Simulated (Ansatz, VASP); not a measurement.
# C (Diamond) in two plane-wave programs, part 2 of 2

One calculation is typed for both programs; each brings its own data sets. How far apart do they land? The cell is taken from a series of runs on this material, whose earlier steps may have relaxed, scaled, displaced or heated it; both programs get it as it stands.

VASP 6.6.1 and Ansatz 0.2.0.

So far: The structure; VASP: G0W0 gap, PBE.

## Step 3: Ansatz: G0W0 gap, PBE

Level of this step: Ansatz beside VASP: Kohn-Sham DFT, plane waves, PBE (Ansatz).

Ansatz runs on its PAW soft_1 files.

The same cell, functional and mesh now go to Ansatz, which takes its cutoff from its data sets.

File input.yaml:

```yaml
crystal:
  lattice:
    - [0.0, 1.7857609571, 1.7857609571]
    - [1.7857609571, 0.0, 1.7857609571]
    - [1.7857609571, 1.7857609571, 0.0]
  atoms:
    - { symbol: C, position: [0.0, 0.0, 0.0] }
    - { symbol: C, position: [0.25, 0.25, 0.25] }
kpoints:
  mp_grid: { grid: [8, 8, 8] }
hamiltonian:
  xc: pbe
  pseudopotentials: { kind: paw, azcp: { folder: soft_1 } }
scf:
  occupations: { method: fixed }
gw:
  n_empty_bands: 33
  ecut_chi: 120
  qp_bands: [v2, c2]
  qp_kpoints: band_edges
  screening: { model: contour_deformation }
```

Launch:

```sh
$ ansatz run input.yaml --threads 3 --pin off --max-ram 92160MiB --backend cuda --events-out ev --progress --plain --runs-dir out --devices 1 --max-vram 13GiB
```

Numbers of over 12 decimals in the logs are rounded to 6 here.

Log:

```text
GPUs: using 1 of 1 available (devices: 1).
Engine: ansatz 0.2.0, x86_64-unknown-linux-gnu
Pseudopotentials: kind: paw
Pseudopotential: C, paw, valence charge 4, recommended cutoff 420 eV (normal), soft_1/C.paw.azcp
Functional definition: PBE
  parameter kappa = 0.804
  parameter beta = 0.066725
  exchange = pbe_x(kappa = kappa, mu = beta*pi^2/3)
  correlation = pbe_c(beta = beta)
device memory: the entry about to start is reckoned to put 0.3 GiB on a device that reports 50.7 GiB free (of which the cap on the GPU budget leaves the run 13.0 GiB)
GPU FFT provider: cuFFT
GPU libraries: cuBLAS 13.8.2, cuFFT 12.4.0, cuSOLVER 12.3.4
Crystal: 2 atoms, lattice volume = 11.389 Å³
Basis set: ecut = 420 eV, 229 PW (Γ)
Bands: 8, of which v1, the nominal top of the filled ones, is band 4 counted from 1 (3 counted from 0)
Symmetry: 48 space group operations
Space group: Fd-3m (ITA 227), of the structure as read, at distance tolerance 2.2e-5 Å
k-points: 29 of 512
Non-local potential: C, projectors of the file, l = 0: 2, l = 1: 2, l = 2: 1
PAW form: soft (Blöchl's): semilocal exchange-correlation on the pseudo side does not see the compensation charge
PAW one-centre angular grid: C, 110 points (default); XC on 64 Gauss nodes
Initial density: superposition of atomic densities (chi_scale 0.1, normalization cell)
Initial wavefunctions: pseudopotential atomic-orbital guess
GPU buffer pool allocated for 5832 grid points (all kernels)
GPU transforms: local potential and band sums: pruned to the plane-wave sphere, on 18×18×18
Functional: x = pbe(κ = 0.804, μ = 0.219515), c = pbe(β = 0.066725)
SCF iter   1: F=—  HF=-502.161253 eV  |F-HF|=—  |Δ(HF+E_count)|=         —  Δρ=1.38e-1  dr2=1.53e0  ethr=3.10e-3  ⟨swp⟩=4.0  Hψ=1373  notcnv=0  defer=47
preconditioner: auto → none  [insulator: Δε(μ)=4.807 eV  Ē_g=19.556 eV  n_scr=0 (ndim 8)  ℏωp=31.1 eV  f_vac=0.000  ε∞_Penn≈3.5]
SCF iter   2: F=—  HF=-501.664954 eV  |F-HF|=—  |Δ(HF+E_count)|=   4.96e-1  Δρ=5.53e-2  dr2=2.16e-1  ethr=3.10e-3  ⟨swp⟩=2.7  Hψ=635  notcnv=0  defer=42
SCF iter   3: F=—  HF=-501.613490 eV  |F-HF|=—  |Δ(HF+E_count)|=   5.15e-2  Δρ=5.94e-3  dr2=1.30e-3  ethr=2.70e-3  ⟨swp⟩=3.0  Hψ=414  notcnv=0  defer=50
SCF iter   4: F=—  HF=-501.613991 eV  |F-HF|=—  |Δ(HF+E_count)|=   5.01e-4  Δρ=2.73e-4  dr2=3.58e-6  ethr=1.62e-5  ⟨swp⟩=2.9  Hψ=355  notcnv=0  defer=56
SCF iter   5: F=-501.613993 eV  HF=-501.613993 eV  |F-HF|=6.74e-8  |Δ(HF+E_count)|=   2.14e-6  Δρ=3.58e-5  dr2=3.52e-8  ethr=1.25e-9  ⟨swp⟩=5.0  Hψ=1114  notcnv=0
SCF 1 converged in 5 iterations: F = -501.613993 eV  dr2 = 3.52e-8
  greatest PAW one-centre occupation: 0.646 electrons in one spin orbital (limit 2), on the C atom at site 0 (counted from 0), in its partial waves of l = 0
device memory: the entry about to start is reckoned to put 0.4 GiB on a device that reports 50.1 GiB free (of which the cap on the GPU budget leaves the run 13.0 GiB)
NSCF: frozen V_eff on 29 k-points, pencils in batches of 32, up to order 32
the band table was solved once the SCF had ended and its energy, with any forces and stress, was formed, with the checks that follow a solve (1704 applications of the Hamiltonian). They found nothing against the state; the energy, forces and stress were not computed again (output.eigenvalues in the input reference)
device memory: the entry about to start is reckoned to put 0.5 GiB on a device that reports 50.2 GiB free (of which the cap on the GPU budget leaves the run 13.0 GiB)
NSCF: frozen V_eff on 29 k-points, pencils in batches of 32, up to order 168
G₀W₀ screening: q 1/29
[... further progress lines ...]
SCF converged after 5 iterations
Free energy (F): -501.613993 eV
Harris-Foulkes:  -501.613993 eV  (|F-HF|=6.74e-8)
Internal energy: -501.613993 eV  (E = F + TS)
E sigma→0 (E₀):  -501.613993 eV
Fermi energy:    13.274975 eV
--- Per-component energies (eV) ---
  E_band       = 34.554588
  E_kinetic    = 179.509437
  E_local      = -110.702392  (includes V_loc(G=0)·N_el)
  E_nonlocal   = 45.793433
  E_hartree    = 26.522744
  E_xc         = -95.356002
  E_vxc        = -117.762658  (∫ρ·V_xc dr)
  E_paw        = -199.885779  (= ΣΔE_a)
  E_vpaw       = -15.328543  (= ΣTr[D̂ρ^β])
  E_aug_tail   = 0.000043  (compensation charges beyond the density's cutoff)
  E_ewald      = -347.495478
  E_smearing   = -0.000000  (= −TS)
  E_closure    = 0.000000  (closes the sum)
  Σ components = -501.613993   (vs F -501.613993, Δ=0.00e0)
--- Band table (eV; the first three rows and the last of 29) ---
  k-point 0: bands = ["-8.1588", "13.2750", "13.2750", "13.2750", "18.8560", "18.8560", "18.8560", "26.4339"]
  k-point 1: bands = ["-7.7277", "10.8666", "12.6238", "12.6238", "19.7092", "19.7092", "20.1271", "26.8135"]
  k-point 2: bands = ["-6.4477", "6.7002", "11.5321", "11.5321", "21.0459", "21.0459", "21.3685", "27.7880"]
  k-point 28: bands = ["1.3172", "1.3172", "4.9808", "4.9808", "23.8768", "23.8768", "25.5137", "25.5137"]
--- G₀W₀: contour deformation, 6 samples at zero and on the imaginary axis and 2 off it, 512 q-points, 33 empty bands' worth ---
  eigenvalues of the whole cell's RPA ε∞ on this k-mesh (on a slab, of 1 + 4πα/V) = 5.7777, 5.7777, 5.7777; static W/v taken at q = 0 is 0.173078
  bands read: the sum over 37 bands ends inside a degenerate multiplet in 7 slots, whose members it reads at an even weight; the widest, k=0: bands 37 to 38 (counted from 1) at 1/2 each
  gw.qp_kpoints: band_edges: 12 of 29 stored k-points solved, in 1 pass; an edge of the gap read off the rows below is read off those points alone
    valence top: of the k-points left out ik 11 came nearest to being solved in a further pass, in band 4 (counted from 1, as in the quasiparticle table): it holds the edge there only if its correction is more favourable than any solved in that band by at least 0.757 eV; those differ by 0.586 eV
    conduction bottom: of the k-points left out ik 18 came nearest to being solved in a further pass, in band 5 (counted from 1, as in the quasiparticle table): it holds the edge there only if its correction is more favourable than any solved in that band by at least 0.778 eV; those differ by 0.624 eV
    ik  band        ε_KS         Σx   Σc(E_QP)       V_xc       Z   E_QP_lin       E_QP  E_QP is
     0     3     13.2750   -20.0716     1.9314   -17.7508  0.8294    12.8851    12.8856  root
     0     4     13.2750   -20.0716     1.9314   -17.7508  0.8294    12.8851    12.8856  root
     0     5     18.8560   -10.2525    -4.8752   -16.3725  0.8294    20.1076    20.1008  root
     0     6     18.8560   -10.2525    -4.8752   -16.3725  0.8294    20.1076    20.1008  root
     1     3     12.6238   -20.0643     2.0828   -17.5535  0.8276    12.1952    12.1959  root
     1     4     12.6238   -20.0643     2.0828   -17.5535  0.8276    12.1952    12.1959  root
     1     5     19.7092   -10.1799    -5.1116   -16.5850  0.8263    21.0108    21.0027  root
     1     6     19.7092   -10.1799    -5.1116   -16.5850  0.8263    21.0108    21.0027  root
     2     3     11.5321   -20.3418     2.4579   -17.3621  0.8239    11.0092    11.0103  root
     2     4     11.5321   -20.3418     2.4579   -17.3621  0.8239    11.0092    11.0103  root
     2     5     21.0459    -9.6829    -5.5620   -16.6076  0.8216    22.4191    22.4085  root
     2     6     21.0459    -9.6829    -5.5620   -16.6076  0.8216    22.4191    22.4085  root
     3     3     10.7500   -20.6421     2.7575   -17.2897  0.8208    10.1535    10.1551  root
     3     4     10.7500   -20.6421     2.7575   -17.2897  0.8208    10.1535    10.1551  root
     3     5     21.6468    -9.1322    -5.7230   -16.1993  0.8221    23.0014    22.9908  root
     3     6     21.6468    -9.1322    -5.7230   -16.1993  0.8221    23.0014    22.9908  root
     4     3     10.4774   -20.7581     2.8637   -17.2741  0.8197     9.8553     9.8571  root
     4     4     10.4774   -20.7581     2.8637   -17.2741  0.8197     9.8553     9.8571  root
     4     5     21.7246    -8.9209    -5.7217   -15.9606  0.8235    23.0527    23.0425  root
     4     6     21.7246    -8.9209    -5.7217   -15.9606  0.8235    23.0527    23.0425  root
     5     3     11.5558   -20.0170     2.3240   -17.1913  0.8247    11.0531    11.0541  root
     5     4     11.9475   -20.7974     2.4329   -17.8252  0.8240    11.4070    11.4082  root
     5     5     18.4468   -10.1788    -4.7979   -16.1149  0.8319    19.5905    19.5850  root
     5     6     21.0574   -10.1703    -5.4418   -16.9813  0.8208    22.4371    22.4265  root
[...]
27     3      5.9814   -20.9724     4.0528   -15.9909  0.7977     5.0456     5.0527  root
    27     4      5.9814   -20.9724     4.0528   -15.9909  0.7977     5.0456     5.0527  root
    27     5     20.1343    -8.8365    -5.2649   -15.0160  0.8340    21.0532    21.0490  root
    27     6     20.1343    -8.8365    -5.2649   -15.0160  0.8340    21.0532    21.0490  root
    28     3      4.9808   -20.7003     4.2898   -15.4355  0.7902     3.9965     4.0058  root
    28     4      4.9808   -20.7003     4.2898   -15.4355  0.7902     3.9965     4.0058  root
    28     5     23.8768    -7.7188    -6.0542   -14.8845  0.8191    24.9973    24.9883  root
    28     6     23.8768    -7.7188    -6.0542   -14.8845  0.8191    24.9973    24.9883  root
```

In the SCF lines HF is the Harris–Foulkes energy and dr2 the Hartree energy of the density residual, in eV; the loop may stop once dr2 is under the threshold and the program's other checks hold. Hψ counts applications of the Hamiltonian.

## Step 4: Side by side

Known differences besides the potentials themselves: fixed occupations in Ansatz, narrow Gaussian smearing in VASP; the cutoff is 420 eV in Ansatz and 440 eV in VASP; VASP leaves aspherical gradient terms in its spheres out (LASPH is not set), Ansatz keeps them; Ansatz integrates over frequency by contour deformation, VASP on a grid of NOMEGA points; Ansatz's G0W0 levels solve the quasiparticle equation, VASP's are linearised. Total energies have different zeros and are not compared.

Compared:

| quantity | Ansatz | VASP | difference |
| --- | --- | --- | --- |
| G0W0 gap on the mesh (eV) | 5.32 | 5.27 | +0.05 |
| Kohn-Sham gap under it (eV) | 4.13 | 4.13 | +0.01 |

## Step 5: What came out

```yaml
difference_in_g0w0_gap_on_the_mesh_g0w0_gap_pbe: 0.050 eV
```

The difference in G0W0 gap on the mesh is 0.050 eV (G0W0 gap, PBE). Such differences can come from data sets, numerical settings and the points named under the comparisons, not from the functional's error against experiment.

[Lines on the potential files, build, host, timing and source positions are cut from VASP's logs without a mark.]

[Logs are printed without paths, hosts, clocks, repeated set-up lines and the standing remarks that a program may print on its own settings, such as how far it seeks lower states.]

[Hosts, paths, dates, database ids (printed as entryN), source tags and the programs' standing remarks are cut or masked in the printed files.]
